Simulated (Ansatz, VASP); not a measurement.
# Two plane-wave programs on Be3Hg

```
CELL_PARAMETERS angstrom
0.00000 2.86109 2.86109
2.86109 0.00000 2.86109
2.86109 2.86109 0.00000
ATOMIC_POSITIONS crystal
Be 0.25000 0.25000 0.25000
Be 0.75000 0.75000 0.75000
Be 0.50000 0.50000 0.50000
Hg 0.00000 0.00000 0.00000
```

Change from the starting cell: species swapped into the CdIn3 type (Fm-3m, No. 225).

Alike in both runs: functional PBE; k mesh 14 × 14 × 14; occupations gaussian, width 0.1 eV; no spin polarisation.

Ansatz relaxed the structure, and its values are those at the end. VASP's run is a single point on that final structure, the one shown.

```csv
,VASP,Ansatz
version,VASP 6.6.1,Ansatz 0.2.0
potentials or method,"VASP PAW PBE potentials, release 64 (Be, Hg)","scalar-relativistic, plane waves, PAW"
plane-wave cutoff (eV),520,420
valence electrons in the cell,18,26
```

|  | VASP | Ansatz | Ansatz less VASP |
| --- | --- | --- | --- |
| gap on the k mesh at the Fermi level (eV) | none | none | - |
| pressure (GPa) | 0.3 | 0.0 | -0.32 |

A gap of «none» marks a metal or a gap that the smearing closes. The two sets of potentials don't hold the same shells in valence.

The runs have no spin-orbit coupling, so splittings on Hg are missing.
